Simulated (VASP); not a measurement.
```
CELL_PARAMETERS angstrom
      5.60315     0.00000     0.00000
      0.00000     5.60315     0.00000
      0.00000     0.00000     5.60315
ATOMIC_POSITIONS crystal
  Ga 0.98752 0.98752 0.98752
  Ga 0.51248 0.51248 0.98752
  Ga 0.51248 0.98752 0.51248
  Ga 0.98752 0.51248 0.51248
  Sb 0.25000 0.25000 0.25000
  P  0.75000 0.75000 0.25000
  P  0.75000 0.25000 0.75000
  P  0.25000 0.75000 0.75000
```

The numbers are results of PBEsol GGA, VASP's PBE PAW potentials (set 64) (plane waves; VASP), not measurements. Numerical set-up: 400 eV cut-off, 5×5×5 Γ-centred mesh, tetrahedra with Blöchl corrections, potentials Ga_d Sb P.

Unless said otherwise, spin-orbit coupling is left out, though it shifts the bands of the heavy elements here.

**Question.** Estimate the energy per atom (σ→0), band gap (on the k-mesh) with the smallest direct gap where there is one.

**Answer.** 
band gap (on the k-mesh): 0.35 eV
smallest direct gap (on the k-mesh): 0.35 eV
energy per atom (σ→0): -4.679 eV/atom

The absolute energy has meaning only against runs of the same code, potentials and settings.

The structure was generated: Ga4P3Sb was put into an ordered model structure (P-43m), which need not be its known phase. It was relaxed first.
